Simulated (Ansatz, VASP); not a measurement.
# Al3GaN4 (Al3GaN4 (Pm)) in two plane-wave programs

One calculation is typed for both programs; each brings its own data sets. How far apart do they land? Of the first pair: The cell is taken from a series of runs on this material, whose earlier steps may have relaxed, scaled, displaced or heated it; both programs get it as it stands.

Calculated with Ansatz 0.2.0; plane waves, with VASP 6.6.1 beside it; single point at r2SCAN and single point at PBEsol.

## Step 1: Set-up

Symmetry: Pm, No. 6, monoclinic system. The conventional cell has a = 5.043 Å, b = 3.130 Å, c = 5.418 Å, α = 90.00°, β = 90.03°, γ = 90.00°. Al has 4 N at 1.88 to 1.91 Å nearest. Nearest to Al lie 4 N at 1.90 Å. Nearest to Al lie 4 N at 1.90 to 1.91 Å. Nearest to Ga lie 4 N at 1.93 to 1.96 Å. N has 3 Al at 1.90 Å and 1 Ga at 1.96 Å nearest. Nearest to N lie 4 Al at 1.90 to 1.91 Å. Farther neighbours and most contacts between anions are not listed.

As a file:

```xyz
16
Lattice="10.0869 0.0000 0.0003 0.0000 3.1301 0.0000 -0.0032 0.0000 5.4180" Properties=species:S:1:pos:R:3 pbc="T T T"
Al    2.5223    1.5650    0.9067
Al    0.0019    1.5650    4.5230
Al    0.0044    0.0000    1.7971
Al    7.5658    1.5650    0.9068
Al    5.0454    1.5650    4.5231
Al    5.0479    0.0000    1.7972
Ga    2.5167    0.0000    3.6096
Ga    7.5601    0.0000    3.6097
N     0.5586    0.0000    3.6102
N     0.6171    1.5650    0.9057
N     3.1501    1.5650    4.5523
N     3.1420    0.0000    1.7680
N     5.6020    0.0000    3.6103
N     5.6605    1.5650    0.9058
N     8.1935    1.5650    4.5524
N     8.1854    0.0000    1.7681
```

## Step 2: VASP: single point, r2SCAN

A single point gives forces, pressure and levels at one fixed geometry, so differences don't come from the geometry; what else differs is listed under the comparison.

Lines of VASP's logs that name or quote its potential files are left out, and so is its time.

Contents of INCAR:

```
SYSTEM = Al3GaN4
PREC = Accurate
ENCUT = 580
EDIFF = 1E-06
NELM = 120
ISMEAR = -1
SIGMA = 0.01
LREAL = .FALSE.
ALGO = Normal
METAGGA = R2SCAN
LASPH = .TRUE.
NBANDS = 58
LORBIT = 11
LWAVE = .FALSE.
LCHARG = .FALSE.
ISIF = 2
ISYM = 2
GGA_COMPAT = .FALSE.
EFERMI = MIDGAP
LMIXTAU = .TRUE.
KPAR = 4
```

Contents of POSCAR:

```
Al3GaN4
1.0
   10.0869203600      0.0000000000      0.0002527800
    0.0000000000      3.1300522600      0.0000000000
   -0.0032240800      0.0000000000      5.4180095200
Al Ga N
6 2 8
Direct
    0.2501142850      0.5000000000      0.1673309300
    0.0004597550      0.5000000000      0.8348052400
    0.0005436350      0.0000000000      0.3316921500
    0.7501142850      0.5000000000      0.1673309300
    0.5004597550      0.5000000000      0.8348052400
    0.5005436350      0.0000000000      0.3316921500
    0.2497097550      0.0000000000      0.6662020200
    0.7497097550      0.0000000000      0.6662020200
    0.0555872850      0.0000000000      0.6663266200
    0.0612276750      0.5000000000      0.1671550500
    0.3125619500      0.5000000000      0.8401935600
    0.3115951650      0.0000000000      0.3262954400
    0.5555872850      0.0000000000      0.6663266200
    0.5612276750      0.5000000000      0.1671550500
    0.8125619500      0.5000000000      0.8401935600
    0.8115951650      0.0000000000      0.3262954400
```

Contents of KPOINTS:

```
Points of the shifted mesh
6
Reciprocal
 0.2500000000  0.0833333333  0.1250000000 1
 0.2500000000  0.0833333333  0.6250000000 1
 0.2500000000  0.4166666667  0.1250000000 1
 0.2500000000  0.4166666667  0.6250000000 1
 0.2500000000  0.7500000000  0.1250000000 1
 0.2500000000  0.7500000000  0.6250000000 1
```

PAW data sets: Al, Ga_d and N (PBE family, release 64).

Started as:

```sh
> mpirun -np 8 vasp_std
```

Numbers of over 12 decimals in the logs are rounded to 6 here.

Log:

```text
[banner, memory and clock lines left out]
running    8 mpi-ranks, on    1 nodes
 distrk:  each k-point on    2 cores,    4 groups
 distr:  one band on    1 cores,    2 groups

 POSCAR found type information on POSCAR AlGaN
 POSCAR found :  3 types and      16 ions
|                                                                             |
|           W    W    AA    RRRRR   N    N  II  N    N   GGGG   !!!           |
|           W    W   A  A   R    R  NN   N  II  NN   N  G    G  !!!           |
|           W    W  A    A  R    R  N N  N  II  N N  N  G       !!!           |
|           W WW W  AAAAAA  RRRRR   N  N N  II  N  N N  G  GGG   !            |
|           WW  WW  A    A  R   R   N   NN  II  N   NN  G    G                |
|           W    W  A    A  R    R  N    N  II  N    N   GGGG   !!!           |
|                                                                             |
|     For optimal performance we recommend to set                             |
|       NCORE = 2 up to number-of-cores-per-socket                            |
|     NCORE specifies how many cores store one orbital (NPAR=cpu/NCORE).      |
|     This setting can greatly improve the performance of VASP for DFT.       |
|     The default, NCORE=1 might be grossly inefficient on modern             |
|     multi-core architectures or massively parallel machines. Do your        |
|     Unfortunately you need to use the default for GW and RPA                |
|     calculations (for HF NCORE is supported but not extensively tested      |
|     yet).                                                                   |
|                                                                             |

|                                                                             |
|               ----> ADVICE to this user running VASP <----                  |
|                                                                             |
|     You enforced a specific xc type in the INCAR file but a different       |
|     [... a line on the potential file left out ...]
|     I HOPE YOU KNOW WHAT YOU ARE DOING!                                     |
|                                                                             |

 LDA part: xc-table for (None), standard interpolation
 POSCAR, INCAR and KPOINTS ok, starting setup
 FFT: planning ... GRIDC
 FFT: planning ... GRID_SOFT
 FFT: planning ... GRID
 WAVECAR not read
 entering main loop
       N       E                     dE             d eps       ncg     rms          rms(c)
DAV:   1     0.861434717819E+03    0.86143E+03   -0.39994E+04   800   0.204E+03
DAV:   2    -0.935492790463E+01   -0.87079E+03   -0.79850E+03   792   0.601E+02
DAV:   3    -0.182040258706E+03   -0.17269E+03   -0.16814E+03   792   0.197E+02
DAV:   4    -0.194733645605E+03   -0.12693E+02   -0.12578E+02   944   0.584E+01
DAV:   5    -0.195127454097E+03   -0.39381E+00   -0.39187E+00   888   0.103E+01    0.242E+01
DAV:   6    -0.166429739453E+03    0.28698E+02   -0.52688E+01  1134   0.515E+01    0.974E+00
DAV:   7    -0.159272892012E+03    0.71568E+01   -0.67235E+00   816   0.134E+01    0.584E+00
DAV:   8    -0.165670407281E+03   -0.63975E+01   -0.23585E+00   852   0.153E+01    0.333E+00
DAV:   9    -0.157725052650E+03    0.79454E+01   -0.21736E+00   750   0.841E+00    0.138E+00
DAV:  10    -0.159071535424E+03   -0.13465E+01   -0.79618E-01   808   0.539E+00    0.672E-01
DAV:  11    -0.159065584234E+03    0.59512E-02   -0.51852E-02   906   0.114E+00    0.579E-01
DAV:  12    -0.159017081781E+03    0.48502E-01   -0.65329E-03  1012   0.882E-01    0.578E-01
DAV:  13    -0.159107224914E+03   -0.90143E-01   -0.66272E-02   762   0.199E+00    0.395E-01
DAV:  14    -0.159118782175E+03   -0.11557E-01   -0.15498E-02   804   0.662E-01    0.280E-01
DAV:  15    -0.159120288098E+03   -0.15059E-02   -0.20796E-03   950   0.360E-01    0.204E-01
DAV:  16    -0.159119213229E+03    0.10749E-02   -0.76018E-04  1008   0.296E-01    0.151E-01
DAV:  17    -0.159120032192E+03   -0.81896E-03   -0.35667E-04  1030   0.294E-01    0.714E-02
DAV:  18    -0.159119993442E+03    0.38751E-04   -0.33886E-04  1096   0.305E-01    0.305E-02
DAV:  19    -0.159120185857E+03   -0.19242E-03   -0.20980E-04   946   0.159E-01    0.147E-02
DAV:  20    -0.159120185027E+03    0.82996E-06   -0.94579E-06  1056   0.304E-02
   1 F= -.15912019E+03 E0= -.15912019E+03  d E =0.000000E+00
```

From OUTCAR (step 2):

```text
ion  position               nearest neighbor table
   1  0.250  0.500  0.167-  11 1.88  12 1.89  12 1.89  10 1.91   3 3.10   3 3.10   2 3.10   6 3.10
                             6 3.10   5 3.10   7 3.12   7 3.12   7 3.13   7 3.13
   2  0.000  0.500  0.835-   9 1.90   9 1.90  15 1.90  10 1.90   1 3.10   7 3.10   7 3.10   4 3.10
                             8 3.11   8 3.11   3 3.11   3 3.11   3 3.14   3 3.14
   3  0.001  0.000  0.332-   9 1.90  10 1.90  10 1.90  16 1.91   1 3.10   1 3.10   7 3.10   4 3.10
                             4 3.10   8 3.11   2 3.11   2 3.11   2 3.14   2 3.14
   4  0.750  0.500  0.167-  15 1.88  16 1.89  16 1.89  14 1.91   6 3.10   6 3.10   5 3.10   3 3.10
                             3 3.10   2 3.10   8 3.12   8 3.12   8 3.13   8 3.13
   5  0.500  0.500  0.835-  13 1.90  13 1.90  11 1.90  14 1.90   4 3.10   8 3.10   8 3.10   1 3.10
                             7 3.11   7 3.11   6 3.11   6 3.11   6 3.14   6 3.14
   6  0.501  0.000  0.332-  13 1.90  14 1.90  14 1.90  12 1.91   4 3.10   4 3.10   8 3.10   1 3.10
                             1 3.10   7 3.11   5 3.11   5 3.11   5 3.14   5 3.14
   7  0.250  0.000  0.666-  11 1.93  11 1.93  12 1.94   9 1.96   3 3.10   2 3.10   2 3.10   5 3.11
                             5 3.11   6 3.11   1 3.12   1 3.12   1 3.13   1 3.13
   8  0.750  0.000  0.666-  15 1.93  15 1.93  16 1.94  13 1.96   6 3.10   5 3.10   5 3.10   2 3.11
                             2 3.11   3 3.11   4 3.12   4 3.12   4 3.13   4 3.13
   9  0.056  0.000  0.666-   2 1.90   2 1.90   3 1.90   7 1.96
  10  0.061  0.500  0.167-   2 1.90   3 1.90   3 1.90   1 1.91
  11  0.313  0.500  0.840-   1 1.88   5 1.90   7 1.93   7 1.93
  12  0.312  0.000  0.326-   1 1.89   1 1.89   6 1.91   7 1.94
  13  0.556  0.000  0.666-   5 1.90   5 1.90   6 1.90   8 1.96
  14  0.561  0.500  0.167-   5 1.90   6 1.90   6 1.90   4 1.91
  15  0.813  0.500  0.840-   4 1.88   2 1.90   8 1.93   8 1.93
  16  0.812  0.000  0.326-   4 1.89   4 1.89   3 1.91   8 1.94

  LATTYP: Found a simple monoclinic cell.
 ALAT       =     5.4180104793
 B/A-ratio  =     0.5777124780
 C/A-ratio  =     1.8617388065
 COS(beta)  =    -0.0005700070

 Subroutine GETGRP returns: Found  2 space group operations
 (whereof  2 operations were pure point group operations)

The static configuration has the point symmetry C_1h.

   k-points           NKPTS =      6   k-points in BZ     NKDIM =      6   number of bands    NBANDS=     58

   dimension x,y,z NGX =    80 NGY =   28 NGZ =   48
   dimension x,y,z NGXF=   160 NGYF=   56 NGZF=   96

   ENCUT  =  580.0 eV  42.63 Ry    6.53 a.u.  19.81  6.15 10.64*2*pi/ulx,y,z

   NELECT =      84.0000    total number of electrons

 k-points in reciprocal lattice and weights: Points of the shifted mesh
   0.25000000  0.08333333  0.12500000       0.167
   0.25000000  0.08333333  0.62500000       0.167
   0.25000000  0.41666667  0.12500000       0.167
   0.25000000  0.41666667  0.62500000       0.167
   0.25000000  0.75000000  0.12500000       0.167
   0.25000000  0.75000000  0.62500000       0.167

 average (electrostatic) potential at core
       1 -74.9174       2 -74.9797       3 -75.0259       4 -74.9174       5 -74.9797
       6 -75.0259       7 -67.2096       8 -67.2096       9 -63.3467      10 -63.2067
      11 -63.4417      12 -63.3352      13 -63.3467      14 -63.2067      15 -63.4417
      16 -63.3352

 E-fermi :   8.0032

 k-point     1 :       0.2500    0.0833    0.1250
  band No.  band energies     occupation
    ...
     38       4.8075      2.00000
     39       5.0411      2.00000
     40       5.2790      2.00000
     41       5.4566      2.00000
     42       5.4817      2.00000
     43      10.5248      0.00000
     44      11.3309      0.00000
     45      11.8287      0.00000
     46      11.8738      0.00000
     47      12.2362      0.00000
    ...

 k-point     2 :       0.2500    0.0833    0.6250
  band No.  band energies     occupation
    ...
     38       4.7504      2.00000
     39       4.8453      2.00000
     40       4.9620      2.00000
     41       5.2403      2.00000
     42       5.2921      2.00000
     43      11.5949      0.00000
     44      11.8303      0.00000
     45      12.3555      0.00000
     46      12.3886      0.00000
     47      12.8472      0.00000
    ...

 k-point     3 :       0.2500    0.4167    0.1250
  band No.  band energies     occupation
    ...
     38       4.1840      2.00000
     39       4.3388      2.00000
     40       4.5900      2.00000
     41       4.6421      2.00000
     42       4.7930      2.00000
     43      11.6854      0.00000
     44      12.2062      0.00000
     45      12.3767      0.00000
     46      12.5123      0.00000
     47      12.8177      0.00000
    ...

  Total       -0.7144113     -0.9149996     -0.8442578      0.0000000      0.0000000     -0.0015887
  in kB       -6.6912756     -8.5700144     -7.9074361      0.0000000      0.0000000     -0.0148801
  external PRESSURE =      -7.7229087 kB  Pullay stress =       0.0000000 kB

  energy-cutoff  :      580.00
  volume of cell :      171.06
      direct lattice vectors                 reciprocal lattice vectors
    10.086920360  0.000000000  0.000252780     0.099138285  0.000000000  0.000058994
     0.000000000  3.130052260  0.000000000     0.000000000  0.319483484  0.000000000
    -0.003224080  0.000000000  5.418009520    -0.000004625  0.000000000  0.184569625

 POSITION                                       TOTAL-FORCE (eV/Angst)
 -----------------------------------------------------------------------------------
      2.52234      1.56503      0.90666         0.015591     -0.000000     -0.016687
      0.00195      1.56503      4.52298        -0.034434     -0.000000     -0.000065
      0.00441      0.00000      1.79711        -0.018536     -0.000000      0.004387
      7.56580      1.56503      0.90679         0.015591     -0.000000     -0.016687
      5.04541      1.56503      4.52311        -0.034434     -0.000000     -0.000065
      5.04787      0.00000      1.79724        -0.018536     -0.000000      0.004387
      2.51665      0.00000      3.60955         0.031571     -0.000000      0.000951
      7.56011      0.00000      3.60968         0.031571     -0.000000      0.000951
      0.55856      0.00000      3.61018        -0.124108     -0.000000      0.000761
      0.61706      1.56503      0.90566         0.006221     -0.000000     -0.003131
      3.15008      1.56503      4.55226         0.084097      0.000000      0.142113
      3.14198      0.00000      1.76795         0.039599      0.000000     -0.128329
      5.60202      0.00000      3.61030        -0.124108     -0.000000      0.000761
      5.66052      1.56503      0.90579         0.006221     -0.000000     -0.003131
      8.19354      1.56503      4.55238         0.084097      0.000000      0.142113
      8.18544      0.00000      1.76808         0.039599     -0.000000     -0.128329
 -----------------------------------------------------------------------------------
    total drift:                                0.124881     -0.000000     -0.008065

  FREE ENERGIE OF THE ION-ELECTRON SYSTEM (eV)
  ---------------------------------------------------
  free  energy   TOTEN  =      -159.1201850270 eV

  energy  without entropy=     -159.1201850270  energy(sigma->0) =     -159.12018503

 total charge
# of ion       s       p       d       tot
------------------------------------------
    1        0.368   0.448   0.000   0.817
    2        0.366   0.444   0.000   0.810
    3        0.365   0.440   0.000   0.805
    4        0.368   0.448   0.000   0.817
    5        0.366   0.444   0.000   0.810
    6        0.365   0.440   0.000   0.805
    7        0.753   0.898  10.205  11.856
    8        0.753   0.898  10.205  11.856
    9        1.228   2.637   0.000   3.865
   10        1.226   2.658   0.000   3.885
   11        1.230   2.624   0.000   3.854
   12        1.228   2.640   0.000   3.868
   13        1.228   2.637   0.000   3.865
   14        1.226   2.658   0.000   3.885
   15        1.230   2.624   0.000   3.854
   16        1.228   2.640   0.000   3.868
--------------------------------------------------
tot         13.529  25.577  20.409  59.516

[... 3 further parts left out ...]
```

The run ends at a pressure of -0.77 GPa, with forces up to 0.17 eV/Å.

(Continued in part 2 of 4.)

[Lines on the potential files, build, host, timing and source positions are cut from VASP's logs without a mark.]

[Logs are printed without paths, hosts, clocks, repeated set-up lines and the standing remarks that a program may print on its own settings, such as how far it seeks lower states.]

[Hosts, paths, dates, database ids (printed as entryN), source tags and the programs' standing remarks are cut or masked in the printed files.]
